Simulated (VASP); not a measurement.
Data:

```
CELL_PARAMETERS angstrom
      3.46855     0.00000     0.00000
      0.00000     3.46855     0.00000
      0.00000     0.00000     3.46855
ATOMIC_POSITIONS crystal
  Si 0.00000 0.00000 0.00000
  Ni 0.00000 0.50000 0.50000
  Ni 0.50000 0.00000 0.50000
  Ni 0.50000 0.50000 0.00000
```

Computed with TPSS meta-GGA, VASP's PBE PAW potentials (set 64) (plane waves; VASP). Settings: 520 eV cut-off, 10×10×10 Γ-centred mesh, tetrahedra with Blöchl corrections, potentials Si Ni.

The cores are frozen, which limits the accuracy of field gradients.

**Question.** Give the principal components of the electric field gradient (V/Å²) and the asymmetry η at each nucleus.

**Answer.** 
| atom | Vxx | Vyy | Vzz | η |
|---|---|---|---|---|
| Si1 | 0.0 | 0.0 | 0.0 | - |
| Ni2 | 22.0 | 22.0 | -44.1 | 0.00 |
| Ni3 | 22.0 | 22.0 | -44.1 | 0.00 |
| Ni4 | 22.0 | 22.0 | -44.1 | 0.00 |

The compound is Ni3Si in the L1_2 structure. It was relaxed first. The run is not spin-polarised, so no magnetic state was tried.
